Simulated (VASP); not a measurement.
Here is a VASP 6.6.1 calculation.

Contents of INCAR:

```
ALGO     = Fast           # electronic algorithm
EDIFF    = 1E-6           # SCF threshold, eV
EDIFFG   = -0.005         # ionic threshold
ENCUT    = 600            # plane-wave cutoff, eV
IBRION   = 2              # ionic algorithm
ISIF     = 3              # what is computed and relaxed
ISMEAR   = 0              # smearing method
LASPH    = T              # aspherical terms in the spheres
LCHARG   = F              # write CHGCAR
LREAL    = F              # projectors in reciprocal space
LWAVE    = F              # write WAVECAR
NELM     = 100            # most SCF steps
NSW      = 100            # ionic steps
PREC     = Accurate       # precision mode
SIGMA    = 0.02           # smearing width, eV
```

The input KPOINTS:

```
k-points
0
Gamma
  10 10 10
```

POSCAR

```
Si
1.0
    0.0000000000      2.7154700000      2.7154700000
    2.7154700000      0.0000000000      2.7154700000
    2.7154700000      2.7154700000      0.0000000000
Si
2
Direct
    0.5000000000      0.5000000000      0.5000000000
    0.7500000000      0.7500000000      0.7500000000
```

Potentials or basis: VASP PAW LDA potentials, release 64 (Si).

Launch:

```bash
$ cat potpaw_LDA.64/Si/POTCAR > POTCAR
$ mpirun -np 1 vasp_std > vasp.out
```

Estimate the band gap on the k mesh.

0.45 eV, indirect (least direct gap 2.53 eV).

What does it give for the relaxed cell?

a = 3.821 Å, b = 3.821 Å, c = 3.821 Å, α = 60.00°, β = 60.00°, γ = 60.00°.

Predict the space group after relaxing (to 0.05 Å).

Fd-3m (No. 227).

The path:
| step | energy change (eV) | largest force (eV/Å) | pressure (GPa) | volume (Å³) |
| --- | --- | --- | --- | --- |
| 1 | 0.0000 | 0.0000 | -1.45 | 40.05 |
| 2 | -0.0014 | 0.0000 | 1.07 | 39.01 |
| 3 | -0.0028 | 0.0000 | 0.00 | 39.43 |

A k mesh can miss the band edges. Zero-point motion and thermal expansion aren't in these numbers.
